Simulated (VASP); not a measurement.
# Ga3BSb2 (P3m1) in VASP: further runs

One crystal, Ga3BSb2, is run at these levels: PBE; tasks: relaxation of cell and atoms.

All numbers are computed with VASP 6.6.1; they aren't measurements. Logs are shortened: lines on timing, memory, paths and dates and some standing lists are left out, and cuts for length are marked.

## Step 1: The crystal as given

It takes space group P3m1 (No. 156, trigonal). Conventional cell: a = 3.608 Å, b = 3.608 Å, c = 10.929 Å, α = 90.00°, β = 90.00°, γ = 120.00°. Around Ga (site symmetry 3m) lie 3 B at 2.47 Å. Ga (site symmetry 3m) has 3 Ga at 2.92 Å and 3 Sb at 2.95 Å as nearest neighbours. Around Ga (site symmetry 3m) lie 3 Ga at 2.92 Å and 3 Sb at 3.01 Å and 1 B at 3.28 Å. Around B (site symmetry 3m) lie 3 Sb at 2.36 Å and 3 Ga at 2.47 Å. Around Sb (site symmetry 3m) lie 3 B at 2.36 Å. Sb (site symmetry 3m) is surrounded by 6 Ga at 2.95 to 3.02 Å.

The cell was built by a generator and needn't be a form met in nature.

## Step 2: Relaxation of cell and atoms, PBE

INCAR reads:

```
SYSTEM = Ga3BSb2
  ALGO = Normal
  EDIFF = 1E-6
  EDIFFG = -0.01
  ENCUT = 520
  GGA = PE
  IBRION = 2
  ISIF = 3
  ISMEAR = 0
  KPAR = 4
  LASPH = .True.
  LCHARG = .False.
  LREAL = .False.
  LWAVE = .False.
  NELM = 120
  NSW = 90
  PREC = Accurate
  SIGMA = 0.1
```

KPOINTS reads:

```
k-points
0
Gamma
  10 10 4
  0 0 0
```

POSCAR reads:

```
Ga3BSb2
1.0
    3.6081647000      0.0000000000      0.0000000000
   -1.8040823500      3.1247622900      0.0000000000
    0.0000000000      0.0000000000     10.9290000000
Ga B Sb
3 1 2
Direct
    0.6666666700      0.3333333300      0.0290054000
    0.6666666700      0.3333333300      0.4206240300
    0.0000000000      0.0000000000      0.6073748700
    0.0000000000      0.0000000000      0.9075853200
    0.3333333300      0.6666666700      0.8062951800
    0.3333333300      0.6666666700      0.2291152000
```

Potentials or basis: VASP PAW PBE potentials, release 64 (Ga_d, B, Sb).

Run with:

```sh
$ cat potpaw_PBE.64/Ga_d/POTCAR potpaw_PBE.64/B/POTCAR potpaw_PBE.64/Sb/POTCAR > POTCAR
$ mpirun -np 4 vasp_std > vasp.out
```

OUTCAR:

```text
SYSTEM = Ga3BSb2
   EDIFF = 1E-6
   EDIFFG = -0.01
   ENCUT = 520
   GGA = PE
   IBRION = 2
   ISIF = 3
   ISMEAR = 0
   LASPH = .True.
   LREAL = .False.
   NELM = 120
   NSW = 90
   PREC = Accurate

 ion  position               nearest neighbor table
   1  0.667  0.333  0.029-   4 2.47   4 2.47   4 2.47   6 3.02   6 3.02   6 3.02   5 3.20   5 3.20
                             5 3.20
   2  0.667  0.333  0.421-   3 2.92   3 2.92   3 2.92   6 2.95   6 2.95   6 2.95
   3  0.000  0.000  0.607-   2 2.92   2 2.92   2 2.92   5 3.01   5 3.01   5 3.01
   4  0.000  0.000  0.908-   5 2.36   5 2.36   5 2.36   1 2.47   1 2.47   1 2.47
   5  0.333  0.667  0.806-   4 2.36   4 2.36   4 2.36   3 3.01   3 3.01   3 3.01   1 3.20   1 3.20
                             1 3.20
   6  0.333  0.667  0.229-   2 2.95   2 2.95   2 2.95   1 3.02   1 3.02   1 3.02

  LATTYP: Found a hexagonal cell.
 ALAT       =     3.6081647000
 C/A-ratio  =     3.0289637277

  Lattice vectors:

 A1 = (   3.6081647000,   0.0000000000,   0.0000000000)
 A2 = (  -1.8040823500,   3.1247622900,   0.0000000000)
 A3 = (   0.0000000000,   0.0000000000,  10.9290000000)

Analysis of symmetry for initial positions (statically):
=====================================================================
 Subroutine PRICEL returns:
 Original cell was already a primitive cell.

 Routine SETGRP: Setting up the symmetry group for a
 hexagonal supercell.

 Subroutine GETGRP returns: Found  6 space group operations
 (whereof  6 operations were pure point group operations)
 out of a pool of 24 trial point group operations.

The static configuration has the point symmetry C_3v.

Analysis of symmetry for dynamics (positions and initial velocities):
=====================================================================
 Subroutine PRICEL returns:
 Original cell was already a primitive cell.

 Routine SETGRP: Setting up the symmetry group for a
 hexagonal supercell.

 Subroutine GETGRP returns: Found  6 space group operations
 (whereof  6 operations were pure point group operations)
 out of a pool of 24 trial point group operations.

The dynamic configuration has the point symmetry C_3v.

 Subroutine INISYM returns: Found  6 space group operations
 (whereof  6 operations are pure point group operations),
 and found     1 'primitive' translations

----------------------------------------------------------------------------------------

                                     Primitive cell

  volume of cell :     123.2207

  direct lattice vectors                    reciprocal lattice vectors
     3.608164700  0.000000000  0.000000000     0.277149211  0.160012172  0.000000000
    -1.804082350  3.124762290  0.000000000     0.000000000  0.320024343  0.000000000
     0.000000000  0.000000000 10.929000000     0.000000000  0.000000000  0.091499680

  length of vectors
     3.608164700  3.608164699 10.929000000     0.320024343  0.320024343  0.091499680

  position of ions in fractional coordinates (direct lattice)
     0.666666670  0.333333330  0.029005400
     0.666666670  0.333333330  0.420624030
     0.000000000  0.000000000  0.607374870
     0.000000000  0.000000000  0.907585320
     0.333333330  0.666666670  0.806295180
     0.333333330  0.666666670  0.229115200

  ion indices of the primitive-cell ions
   primitive index   ion index
                 1           1
                 2           2
                 3           3
                 4           4
                 5           5
                 6           6

----------------------------------------------------------------------------------------

 KPOINTS: k-points

Automatic generation of k-mesh.
 Grid dimensions read from file:
 generate k-points for:   10   10    4

 Generating k-lattice:

  Cartesian coordinates                     Fractional coordinates (reciprocal lattice)
     0.027714921  0.016001217  0.000000000     0.100000000 -0.000000000  0.000000000
     0.000000000  0.032002434  0.000000000     0.000000000  0.100000000  0.000000000
     0.000000000  0.000000000  0.022874920     0.000000000  0.000000000  0.250000000

  Length of vectors
     0.032002434  0.032002434  0.022874920

  Shift w.r.t. Gamma in fractional coordinates (k-lattice)
     0.000000000  0.000000000  0.000000000

 Subroutine IBZKPT returns following result:
 ===========================================

 Found     50 irreducible k-points:

 Following reciprocal coordinates:
            Coordinates               Weight
  0.000000  0.000000  0.000000      1.000000
  0.100000  0.000000  0.000000      6.000000
  0.200000  0.000000  0.000000      6.000000
  0.300000  0.000000  0.000000      6.000000
  0.400000  0.000000  0.000000      6.000000
  0.500000  0.000000  0.000000      3.000000
[... 16 lines left out ...]
  0.000000  0.400000  0.250000      6.000000
  0.500000  0.000000  0.250000      6.000000
 [... further k-points ...]
   k-points           NKPTS =     50   k-points in BZ     NKDIM =     50   number of bands    NBANDS=     31
   number of dos      NEDOS =    301   number of ions     NIONS =      6
   total plane-waves  NPLWV =  65856
   dimension x,y,z NGX =    28 NGY =   28 NGZ =   84
   dimension x,y,z NGXF=    56 NGYF=   56 NGZF=  168
   ions per type =               3   1   2
   NGX,Y,Z   is equivalent  to a cutoff of  12.90, 12.90, 12.78 a.u.
   NGXF,Y,Z  is equivalent  to a cutoff of  25.80, 25.80, 25.56 a.u.
 SYSTEM =  Ga3BSb2
   PREC   = accura    normal or accurate (medium, high low for compatibility)
   ISTART =      0    job   : 0-new  1-cont  2-samecut
   ICHARG =      2    charge: 1-file 2-atom 10-const
   ISPIN  =      1    spin polarized calculation?
   LNONCOLLINEAR =      F non collinear calculations
   LSORBIT =      F    spin-orbit coupling
   LASPH  =      T    aspherical Exc in radial PAW
   ENCUT  =  520.0 eV  38.22 Ry    6.18 a.u.   6.71  6.71 20.32*2*pi/ulx,y,z
   NELM   =    120;   NELMIN=  2; NELMDL= -5     # of ELM steps
   EDIFF  = 0.1E-05   stopping-criterion for ELM
   LREAL  =      F    real-space projection
   EDIFFG = -.1E-01   stopping-criterion for IOM
   NSW    =     90    number of steps for IOM
   IBRION =      2    ionic relax: 0-MD 1-quasi-New 2-CG
   NFREE  =      1    steps in history (QN), initial steepest desc. (CG)
   ISIF   =      3    stress and relaxation
   ISYM   =      2    0-nonsym 1-usesym 2-fastsym
   POTIM  = 0.5000    time-step for ionic-motion
   TEBEG  =    0.0;   TEEND  =   0.0 temperature during run
   PSTRESS=    0.0 pullay stress
   NELECT =      52.0000    total number of electrons
   NUPDOWN=      -1.0000    fix difference up-down
   EMIN   =  10.00;   EMAX   =-10.00  energy-range for DOS
   EFERMI =   0.00;   METHOD = LEGACY
   ISMEAR =     0;   SIGMA  =   0.10  broadening in eV -4-tet -1-fermi 0-gaus
   EFERMI_NEDOS =   21; number of points for ismear=-14 and -15
   IALGO  =     38    algorithm
   IMIX   =      4    mixing-type and parameters
     AMIX     =   0.40;   BMIX     =  1.00
     AMIX_MAG =   1.60;   BMIX_MAG =  1.00
  volume/ion in A,a.u.               =      20.54       138.59
  Fermi-wavevector in a.u.,A,eV,Ry     =   1.227952  2.320493 20.515761  1.507866
  Thomas-Fermi vector in A             =   2.362896
   LORBIT       =      0    0 simple, 1 ext, 2 COOP (PROOUT), +10 PAW based schemes
   GGA     = PE    functional components
   LHFCALC =     F    Hartree Fock is set to
   AEXX    =    0.0000 exact exchange contribution
   IVDW    =     0    specifies the selected vdW correction
   LEPSILON=     F    determine dielectric tensor
   LRPA    =     F    only Hartree local field effects (RPA)
 conjugate gradient relaxation of ions
 non-spin polarized calculation
 Gauss-broadening in eV      SIGMA  =   0.10
  energy-cutoff  :      520.00
  volume of cell :      123.22
 maximum number of plane-waves:      3353
 NGX is ok and might be reduce to    28
   NGX = 13   NGY = 13   NGZ = 41

--------------------------------------- Ionic step        1  -------------------------------------------

 number of electron      51.9999998 magnetization

 Free energy of the ion-electron system (eV)
  ---------------------------------------------------
  ext. energy  EPLUGINS =         0.00000000
  ---------------------------------------------------
  free energy    TOTEN  =       -21.62886898 eV

  energy without entropy =      -21.61899013  energy(sigma->0) =      -21.62392956

------------------------ aborting loop because EDIFF is reached ----------------------------------------

  FORCE on cell =-STRESS in cart. coord.  units (eV):
  Direction    XX          YY          ZZ          XY          YZ          ZX
  --------------------------------------------------------------------------------------
  -------------------------------------------------------------------------------------
  Total       -0.3116334     -0.3116334      2.0813797      0.0000000      0.0000000      0.0000000
  in kB       -4.0520123     -4.0520123     27.0631373      0.0000000      0.0000000      0.0000000
  external PRESSURE =       6.3197043 kB  Pullay stress =       0.0000000 kB
[... 101 lines left out ...]
  FREE ENERGIE OF THE ION-ELECTRON SYSTEM (eV)
  ---------------------------------------------------
  free  energy   TOTEN  =       -21.6862806374 eV

  energy  without entropy=      -21.6760228886  energy(sigma->0) =      -21.68115176

[... ionic steps 4 to 20 ...]

--------------------------------------- Ionic step       21  -------------------------------------------

 number of electron      51.9999988 magnetization

------------------------ aborting loop because EDIFF is reached ----------------------------------------
[... 75 lines left out ...]
--------------------------------------- Ionic step       23  -------------------------------------------

 number of electron      51.9999987 magnetization

 Free energy of the ion-electron system (eV)
  ---------------------------------------------------
  ext. energy  EPLUGINS =         0.00000000
  ---------------------------------------------------
  free energy    TOTEN  =       -21.74037205 eV

  energy without entropy =      -21.73195305  energy(sigma->0) =      -21.73616255

 E-fermi :   6.4883     XC(G=0): -10.4795

 val. band max:        6.4588579048   @ k =   0.3000   0.3000   0.0000
 cond. band min:       6.4972042309   @ k =   0.1000   0.1000   0.2500
 fundamental gap:      0.0383463260
 Fermi energy:         6.4882505997

 k-point     1 :       0.0000    0.0000    0.0000
  band No.  band energies     occupation
      1      -8.4595      2.00000
      2      -8.4595      2.00000
      3      -8.4149      2.00000
      4      -8.3942      2.00000
      5      -8.3942      2.00000
      6      -8.3025      2.00000
[... 805 lines left out ...]
     30       8.6041      0.00000
     31       8.8693      0.00000

 [... further k-points ...]

------------------------ aborting loop because EDIFF is reached ----------------------------------------

  FORCE on cell =-STRESS in cart. coord.  units (eV):
  Direction    XX          YY          ZZ          XY          YZ          ZX
  --------------------------------------------------------------------------------------
  -------------------------------------------------------------------------------------
  Total        0.0181297      0.0181297      0.0069107      0.0000000      0.0000000      0.0000000
  in kB        0.2374340      0.2374340      0.0905052      0.0000000      0.0000000      0.0000000
  external PRESSURE =       0.1884577 kB  Pullay stress =       0.0000000 kB
[... 21 lines left out ...]
  FREE ENERGIE OF THE ION-ELECTRON SYSTEM (eV)
  ---------------------------------------------------
  free  energy   TOTEN  =       -21.7403720475 eV

  energy  without entropy=      -21.7319530465  energy(sigma->0) =      -21.73616255

 reached required accuracy - stopping structural energy minimisation
```

Run time: 8.4 min. Hardware: 4 MPI ranks of Intel Xeon 6975P-C (Granite Rapids), shared host; peak memory 0.35 GiB.

What came out:

| Quantity | Value |
| --- | --- |
| Free energy | -21.7404 eV |
| Relaxed volume | 20.39 Å³/atom |
| Relaxed cell | a = 3.534 Å, b = 3.534 Å, c = 11.313 Å, α = 90.00°, β = 90.00°, γ = 120.00° |
| Space group after relaxing (to 0.05 Å) | P3m1 (No. 156) |
| Energy gained by relaxing | 18.6 meV/atom |
| Ionic steps | 23 |
| Pressure after relaxing | 0.0 GPa |
| Largest force after relaxing | 0.006 eV/Å |
| Band gap on the k mesh | none (metal or under the smearing width) |

Forces in eV/Å, atoms in the order of the input:
```
Ga   0.000  0.000  0.003
Ga   0.000  0.000 -0.001
Ga   0.000  0.000 -0.003
B    0.000  0.000  0.006
Sb   0.000  0.000  0.001
Sb   0.000  0.000 -0.006
```

Step by step:
```csv
step,energy change (eV),largest force (eV/Å),pressure (GPa),volume (Å³)
1,0.0000,0.5705,0.63,123.22
2,-0.0427,0.4273,-0.40,124.66
3,-0.0574,0.3267,-1.25,125.99
4,-0.0886,0.2421,-0.24,123.57
5,-0.0923,0.2172,0.23,122.54
6,-0.1018,0.1965,0.17,122.59
7,-0.1074,0.1620,0.11,122.65
8,-0.1075,0.1653,0.08,122.65
9,-0.1101,0.0559,-0.24,122.97
10,-0.1101,0.0557,-0.32,122.99
11,-0.1110,0.0434,0.09,121.98
12,-0.1111,0.0365,-0.02,122.22
13,-0.1111,0.0355,0.08,122.16
14,-0.1111,0.0365,-0.01,122.20
15,-0.1111,0.0356,0.05,122.18
16,-0.1113,0.0161,0.02,122.20
17,-0.1113,0.0135,0.01,122.20
18,-0.1114,0.0136,-0.03,122.24
19,-0.1114,0.0179,-0.02,122.32
20,-0.1114,0.0261,-0.08,122.49
21,-0.1115,0.0199,-0.02,122.36
22,-0.1115,0.0066,0.07,122.34
23,-0.1115,0.0061,0.02,122.34
```

Final structure:
```yaml
crystal:
  lattice:
    - [3.53369, 0.00000, 0.00000]
    - [-1.76684, 3.06026, 0.00000]
    - [0.00000, 0.00000, 11.31283]
  atoms:
    - { symbol: Ga, position: [0.66667, 0.33333, 0.02608] }
    - { symbol: Ga, position: [0.66667, 0.33333, 0.42194] }
    - { symbol: Ga, position: [0.00000, 0.00000, 0.59235] }
    - { symbol: B, position: [0.00000, 0.00000, 0.91758] }
    - { symbol: Sb, position: [0.33333, 0.66667, 0.80902] }
    - { symbol: Sb, position: [0.33333, 0.66667, 0.23304] }
```

Levels at points of the mesh, in eV from the Fermi level:
```tsv
k point	band 24	band 25	band 26	band 27	band 28	band 29
(0.00, 0.00, 0.00)	0.17	2.89	2.89	3.32	3.32	3.56
(0.50, 0.00, 0.00)	-2.41	-2.24	-1.65	0.52	1.05	1.80
(0.00, 0.00, 0.50)	1.64	2.45	2.89	2.89	3.32	3.32
(0.50, 0.00, 0.50)	-2.23	-0.93	-0.45	-0.23	0.44	0.75
```

The run has no spin-orbit coupling, so splittings on Sb are missing.

## Step 3: Relaxation of cell and atoms, PBE

This run uses another cell than the first one, of 20.39 Å³/atom, 0.993 times its volume.

INCAR, as its differences from that of step 2:

```diff
@@ -2,4 +2,4 @@
   ALGO = Normal
-  EDIFF = 1E-6
-  EDIFFG = -0.01
+  EDIFF = 1E-7
+  EDIFFG = -0.005
   ENCUT = 520
@@ -15,3 +15,4 @@
   NELM = 120
-  NSW = 90
+  NSW = 60
+  POTIM = 0.3
   PREC = Accurate
```

KPOINTS is that of step 2.

POSCAR reads:

```
Ga3BSb2                                 
1.0
    3.5336892818      0.0000000000      0.0000000000
   -1.7668446409      3.0602646859     -0.0000000000
    0.0000000000     -0.0000000000     11.3128267742
  Ga              B               Sb            
     3     1     2
Direct
     0.6666666699999979    0.3333333300000021    0.0260758430492335
     0.6666666699999979    0.3333333300000021    0.4219428001454215
     0.0000000000000000    0.0000000000000000    0.5923498676450683
     0.0000000000000000    0.0000000000000000    0.9175793273173608
     0.3333333300000021    0.6666666699999979    0.8090150443403266
     0.3333333300000021    0.6666666699999979    0.2330371175025961
```

Potentials or basis: VASP PAW PBE potentials, release 64 (Ga_d, B, Sb).

Run with:

```sh
$ cat potpaw_PBE.64/Ga_d/POTCAR potpaw_PBE.64/B/POTCAR potpaw_PBE.64/Sb/POTCAR > POTCAR
$ mpirun -np 4 vasp_std > vasp.out
```

It took 60 s on 4 MPI ranks of Intel Xeon 6975P-C (Granite Rapids), shared host; peak memory 0.34 GiB.

Results (log left out):

```yaml
Free_energy: -21.7403 eV
Relaxed_volume: 20.39 Å³/atom
Relaxed_cell: a = 3.534 Å, b = 3.534 Å, c = 11.313 Å, α = 90.00°, β = 90.00°, γ = 120.00°
Space_group_after_relaxing_to_0.05_Å: P3m1 (No. 156)
Energy_gained_by_relaxing: 0.0 meV/atom
Ionic_steps: 3
Pressure_after_relaxing: 0.0 GPa
Largest_force_after_relaxing: 0.004 eV/Å
Band_gap_on_the_k_mesh: none (metal or under the smearing width)
```

Forces on the atoms (eV/Å):
```
Ga   0.000  0.000  0.001
Ga   0.000  0.000 -0.001
Ga   0.000  0.000 -0.002
B    0.000  0.000  0.003
Sb   0.000  0.000  0.003
Sb   0.000  0.000 -0.004
```

Final structure:
```
Ga B Sb
1.0
     3.53410    0.00000    0.00000
    -1.76705    3.06062    0.00000
     0.00000    0.00000   11.31271
Ga B Sb
3 1 2
Direct
  0.66667 0.33333 0.02610
  0.66667 0.33333 0.42195
  0.00000 0.00000 0.59233
  0.00000 0.00000 0.91762
  0.33333 0.66667 0.80902
  0.33333 0.66667 0.23299
```

Levels at points of the mesh, in eV from the Fermi level:
```
           k point  band 23  band 24  band 25  band 26  band 27  band 28  band 29  band 30
(0.00, 0.00, 0.00)     0.17     0.17     2.88     2.88     3.32     3.32     3.56     4.65
(0.50, 0.00, 0.00)    -2.97    -2.41    -2.23    -1.65     0.52     1.05     1.80     2.18
(0.00, 0.00, 0.50)     0.17     1.64     2.46     2.88     2.88     3.32     3.32     4.19
(0.50, 0.00, 0.50)    -3.83    -2.23    -0.93    -0.45    -0.23     0.44     0.75     2.26
```

The run has no spin-orbit coupling, so splittings on Sb are missing.
